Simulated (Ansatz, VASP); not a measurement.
# Cross-check of SnO2 (SnO2 (P4_2/mnm)) between VASP and Ansatz, part 3 of 3

Wanted: the spread between two codes on one cell, functional and k mesh. Of the first pair: The structure shown is the start of the Ansatz relaxation below; VASP solves that cell, so the two are compared at the walk's first step.

VASP 6.6.1 and Ansatz 0.2.0.

So far. Step 3 (VASP: single point, r2SCAN, start cell, pair 1): The run ends at a pressure of 2.73 GPa, with forces up to 4.0 eV/Å.

## (6) VASP: single point, r2SCAN, relaxed cell, pair 2

Level of this step: r2SCAN; plane waves and PAW (Sn_d, O) (VASP).

The same cell, functional, mesh and smearing now go to VASP, with its own data sets.

File INCAR:

```
SYSTEM = SnO2
PREC = Accurate
ENCUT = 580
EDIFF = 1E-06
NELM = 120
ISMEAR = -1
SIGMA = 0.01
LREAL = Auto
ALGO = Normal
METAGGA = R2SCAN
LASPH = .TRUE.
NBANDS = 368
LORBIT = 11
LWAVE = .FALSE.
LCHARG = .FALSE.
ISIF = 2
ISYM = 0
GGA_COMPAT = .FALSE.
EFERMI = MIDGAP
LMIXTAU = .TRUE.
NCORE = 2
```

File POSCAR:

```
SnO2
1.0
    9.5155030781      0.0000000000      0.0000000000
    0.0000000000      9.5155030781      0.0000000000
    0.0000000000      0.0000000000      9.6020443896
Sn O
24 48
Direct
    0.2495318473      0.2504384019      0.1660626789
    0.9995318473      0.0004384019      0.9993960123
    0.2495318473      0.2504384019      0.4993960123
    0.9995318473      0.0004384019      0.3327293456
    0.2495318473      0.2504384019      0.8327293456
    0.9995318473      0.0004384019      0.6660626789
    0.2495318473      0.7504384019      0.1660626789
    0.9995318473      0.5004384019      0.9993960123
    0.2495318473      0.7504384019      0.4993960123
    0.9995318473      0.5004384019      0.3327293456
    0.2495318473      0.7504384019      0.8327293456
    0.9995318473      0.5004384019      0.6660626789
    0.7495318473      0.2504384019      0.1660626789
    0.4995318473      0.0004384019      0.9993960123
    0.7495318473      0.2504384019      0.4993960123
    0.4995318473      0.0004384019      0.3327293456
    0.7495318473      0.2504384019      0.8327293456
    0.4995318473      0.0004384019      0.6660626789
    0.7495318473      0.7504384019      0.1660626789
    0.4995318473      0.5004384019      0.9993960123
    0.7495318473      0.7504384019      0.4993960123
    0.4995318473      0.5004384019      0.3327293456
    0.7495318473      0.7504384019      0.8327293456
    0.4995318473      0.5004384019      0.6660626789
    0.0965767082      0.4033935410      0.1660626789
    0.4024869864      0.0974832628      0.1660626789
    0.1524869864      0.1533935410      0.9993960123
    0.3465767082      0.3474832628      0.9993960123
    0.0965767082      0.4033935410      0.4993960123
    0.4024869864      0.0974832628      0.4993960123
    0.1524869864      0.1533935410      0.3327293456
    0.3465767082      0.3474832628      0.3327293456
    0.0965767082      0.4033935410      0.8327293456
    0.4024869864      0.0974832628      0.8327293456
    0.1524869864      0.1533935410      0.6660626789
    0.3465767082      0.3474832628      0.6660626789
    0.0965767082      0.9033935410      0.1660626789
    0.4024869864      0.5974832628      0.1660626789
    0.1524869864      0.6533935410      0.9993960123
    0.3465767082      0.8474832628      0.9993960123
    0.0965767082      0.9033935410      0.4993960123
    0.4024869864      0.5974832628      0.4993960123
    0.1524869864      0.6533935410      0.3327293456
    0.3465767082      0.8474832628      0.3327293456
    0.0965767082      0.9033935410      0.8327293456
    0.4024869864      0.5974832628      0.8327293456
    0.1524869864      0.6533935410      0.6660626789
    0.3465767082      0.8474832628      0.6660626789
    0.5965767082      0.4033935410      0.1660626789
    0.9024869864      0.0974832628      0.1660626789
    0.6524869864      0.1533935410      0.9993960123
    0.8465767082      0.3474832628      0.9993960123
    0.5965767082      0.4033935410      0.4993960123
    0.9024869864      0.0974832628      0.4993960123
    0.6524869864      0.1533935410      0.3327293456
    0.8465767082      0.3474832628      0.3327293456
    0.5965767082      0.4033935410      0.8327293456
    0.9024869864      0.0974832628      0.8327293456
    0.6524869864      0.1533935410      0.6660626789
    0.8465767082      0.3474832628      0.6660626789
    0.5965767082      0.9033935410      0.1660626789
    0.9024869864      0.5974832628      0.1660626789
    0.6524869864      0.6533935410      0.9993960123
    0.8465767082      0.8474832628      0.9993960123
    0.5965767082      0.9033935410      0.4993960123
    0.9024869864      0.5974832628      0.4993960123
    0.6524869864      0.6533935410      0.3327293456
    0.8465767082      0.8474832628      0.3327293456
    0.5965767082      0.9033935410      0.8327293456
    0.9024869864      0.5974832628      0.8327293456
    0.6524869864      0.6533935410      0.6660626789
    0.8465767082      0.8474832628      0.6660626789
```

File KPOINTS:

```
Points of the shifted mesh
1
Reciprocal
 0.2500000000  0.2500000000  0.2500000000 1
```

PAW data sets: Sn_d and O (PBE family, release 64).

Launch:

```bash
$ mpirun -np 8 vasp_std
```

Numbers of over 12 decimals in the logs are rounded to 6 here.

Output:

```text
[banner, memory and clock lines left out]
running    8 mpi-ranks, on    1 nodes
[...]
[... a notice as in an earlier step ...]

 LDA part: xc-table for (None), standard interpolation
 POSCAR, INCAR and KPOINTS ok, starting setup
[...]
entering main loop
       N       E                     dE             d eps       ncg     rms          rms(c)
DAV:   1     0.143674738502E+05    0.14367E+05   -0.25158E+05   736   0.294E+03
DAV:   2     0.262807053966E+04   -0.11739E+05   -0.11220E+05   736   0.931E+02
DAV:   3    -0.760279812289E+03   -0.33884E+04   -0.31894E+04   776   0.374E+02
DAV:   4    -0.121662183755E+04   -0.45634E+03   -0.44617E+03   848   0.144E+02
[...]
DAV:  22    -0.101573300845E+04   -0.37904E-04   -0.16875E-05   704   0.138E-02    0.317E-03
DAV:  23    -0.101573300985E+04   -0.13978E-05   -0.13261E-06   472   0.457E-03    0.213E-03
DAV:  24    -0.101573301064E+04   -0.79343E-06   -0.75108E-07   456   0.360E-03
   1 F= -.10157330E+04 E0= -.10157330E+04  d E =0.000000E+00
```

OUTCAR, selected parts (step 6):

```text
 POSITION                                       TOTAL-FORCE (eV/Angst)
 -----------------------------------------------------------------------------------
      2.37442      2.38305      1.59454         0.003089     -0.002688      0.002116
      9.51105      0.00417      9.59624        -0.001517      0.002929     -0.003192
      2.37442      2.38305      4.79522         0.003827     -0.004922      0.001875
      9.51105      0.00417      3.19488         0.001194     -0.002310      0.002124
      2.37442      2.38305      7.99590         0.004859     -0.005178      0.001166
      9.51105      0.00417      6.39556         0.000374     -0.000076     -0.001287
      2.37442      7.14080      1.59454         0.003095     -0.002702      0.002108
      9.51105      4.76192      9.59624        -0.001510      0.002912     -0.003186
      2.37442      7.14080      4.79522         0.003801     -0.004919      0.001885
      9.51105      4.76192      3.19488         0.001192     -0.002322      0.002118
      2.37442      7.14080      7.99590         0.004858     -0.005169      0.001167
      9.51105      4.76192      6.39556         0.000367     -0.000078     -0.001285
      7.13217      2.38305      1.59454         0.003084     -0.002698      0.002127
      4.75330      0.00417      9.59624        -0.001511      0.002918     -0.003193
[...]
-----------------------------------------------------------------------------------
    total drift:                                0.063625     -0.062796      0.000089

  FREE ENERGIE OF THE ION-ELECTRON SYSTEM (eV)
  ---------------------------------------------------
  free  energy   TOTEN  =     -1015.7330106441 eV

  energy  without entropy=    -1015.7330106441  energy(sigma->0) =    -1015.73301064
```

The run ends at a pressure of 1.14 GPa, with forces up to 0.037 eV/Å.

## (7) Differences

The two programs side by side:

| quantity | Ansatz | VASP | difference |
| --- | --- | --- | --- |
| gap on the k mesh (eV) | 3.025 | 3.035 | -0.010 |

At this near-relaxed geometry the largest component of a force difference is 28 meV/Å. A gap on the mesh is an upper bound, since the band edges may lie between its points.

## (8) What came out

| Property | Result |
| --- | --- |
| r.m.s. force difference (single point, r2SCAN, start cell, pair 1) | 3.6 % of the r.m.s. force |
| r.m.s. force difference (single point, r2SCAN, relaxed cell, pair 2) | 15 meV/Å |

In words: The r.m.s. force difference is 15 meV/Å (single point, r2SCAN, relaxed cell, pair 2), beyond the 12 meV/Å picked in this series as the mark of a large difference. What causes the difference of the single point, r2SCAN, start cell, pair 1 pair stays open here. What causes the difference of the single point, r2SCAN, relaxed cell, pair 2 pair stays open here. How closely two codes agree says nothing of how well the functional describes the real material.

[Lines on the potential files, build, host, timing and source positions are cut from VASP's logs without a mark.]

[Logs are printed without paths, hosts, clocks, repeated set-up lines and the standing remarks that a program may print on its own settings, such as how far it seeks lower states.]

[Hosts, paths, dates, database ids (printed as entryN), source tags and the programs' standing remarks are cut or masked in the printed files.]
